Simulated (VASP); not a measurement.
Computed with PBE GGA, VASP's PBE PAW potentials (set 64) (plane waves; VASP 6.6.1).

A VASP calculation is set up with these files.

### POSCAR
```
BN
1
    0.0000000000     1.8127176363     1.8127176363
    1.8127176363    -0.0000000000     1.8127176363
    1.8127176363     1.8127176363    -0.0000000000
B N
1 1
Direct
  0.0000000000   0.0000000000   0.0000000000
  0.2500000000   0.2500000000   0.2500000000
```

### INCAR
```
SYSTEM = BN
PREC = Accurate; ENCUT = 520; LREAL = .FALSE.
LASPH = .TRUE.
EDIFF = 1E-6; NELM = 100; ALGO = Normal
ISMEAR = 0; SIGMA = 0.05
GGA = PE
LWAVE = .FALSE.; LCHARG = .TRUE.
```

**KPOINTS**
```
Automatic mesh
0
Gamma
11 11 11
0 0 0
```

POTCAR, in this order: B N (PBE.64 set). Program: vasp_std.

Output

File OSZICAR:
```
       N       E                     dE             d eps       ncg     rms          rms(c)
DAV:   1     0.937321172582E+01    0.93732E+01   -0.51307E+03   928   0.981E+02
DAV:   2    -0.181914129636E+02   -0.27565E+02   -0.26585E+02  1248   0.170E+02
DAV:   3    -0.184026071830E+02   -0.21119E+00   -0.21119E+00  1072   0.189E+01
DAV:   4    -0.184028028948E+02   -0.19571E-03   -0.19571E-03  1168   0.483E-01
DAV:   5    -0.184028029973E+02   -0.10245E-06   -0.10245E-06   984   0.805E-03    0.666E+00
DAV:   6    -0.175358476848E+02    0.86696E+00   -0.34441E+00  1136   0.136E+01    0.326E+00
DAV:   7    -0.174650785508E+02    0.70769E-01   -0.90857E-02  1168   0.296E+00    0.190E+00
DAV:   8    -0.174507109935E+02    0.14368E-01   -0.41194E-02  1024   0.185E+00    0.188E-01
DAV:   9    -0.174509204781E+02   -0.20948E-03   -0.57336E-04   920   0.256E-01    0.754E-02
DAV:  10    -0.174509971271E+02   -0.76649E-04   -0.13907E-04  1272   0.119E-01    0.154E-02
DAV:  11    -0.174510019327E+02   -0.48056E-05   -0.79821E-06  1024   0.276E-02    0.693E-03
DAV:  12    -0.174510019227E+02    0.99677E-08   -0.13776E-06   480   0.986E-03
   1 F= -.17451002E+02 E0= -.17451002E+02  d E =-.804018E-15
```

### OUTCAR
```
------------------------ aborting loop because EDIFF is reached ----------------------------------------
  FORCE on cell =-STRESS in cart. coord.  units (eV):
  Direction    XX          YY          ZZ          XY          YZ          ZX
  --------------------------------------------------------------------------------------
  Total        0.0010697      0.0010697      0.0010697     -0.0000000      0.0000000     -0.0000000
  in kB        0.1438620      0.1438620      0.1438620     -0.0000000      0.0000000     -0.0000000
  external PRESSURE =       0.1438620 kB  Pullay stress =       0.0000000 kB
  volume of cell :       11.91
      direct lattice vectors                 reciprocal lattice vectors
     0.000000000  1.812717636  1.812717636    -0.275828949  0.275828949  0.275828949
     1.812717636  0.000000000  1.812717636     0.275828949 -0.275828949  0.275828949
     1.812717636  1.812717636  0.000000000     0.275828949  0.275828949 -0.275828949
  FREE ENERGIE OF THE ION-ELECTRON SYSTEM (eV)
  ---------------------------------------------------
  free  energy   TOTEN  =       -17.4510019227 eV

  energy  without entropy=      -17.4510019227  energy(sigma->0) =      -17.45100192
```
(Selected blocks of OUTCAR.)

The compound is BN in the zinc blende structure. It was relaxed first.
